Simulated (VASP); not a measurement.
Here is the system:

```
CELL_PARAMETERS angstrom
      1.56871    -2.71709     0.00000
      1.56871     2.71709     0.00000
      0.00000     0.00000    16.18331
ATOMIC_POSITIONS crystal
  Mo 0.33333 0.66667 0.25000
  Mo 0.66667 0.33333 0.75000
  S  0.33333 0.66667 0.84613
  S  0.66667 0.33333 0.34613
  S  0.66667 0.33333 0.15387
  S  0.33333 0.66667 0.65387
```

Calculation: AM05 GGA, VASP's PBE PAW potentials (set 64) (plane waves; VASP 6.6.1). Settings: 520 eV cut-off, Gaussian smearing of 0.050 eV, potentials Mo_sv S.

Without a dispersion term in the relaxation, distances and binding between the weakly bound layers, chains or molecules are unreliable, and so is what depends on them.

**Question.** Estimate the band gap (along the path) with the smallest direct gap where there is one.

**Answer.** 
```
Property                                Value
------------------------------------  -------
band gap (along the path)             1.79 eV
smallest direct gap (along the path)  1.81 eV
```

Only differences to runs with the same potentials and settings are physical.

The compound is MoS2 in the 2H layered structure. It was relaxed first, which changed the volume by +30 %.
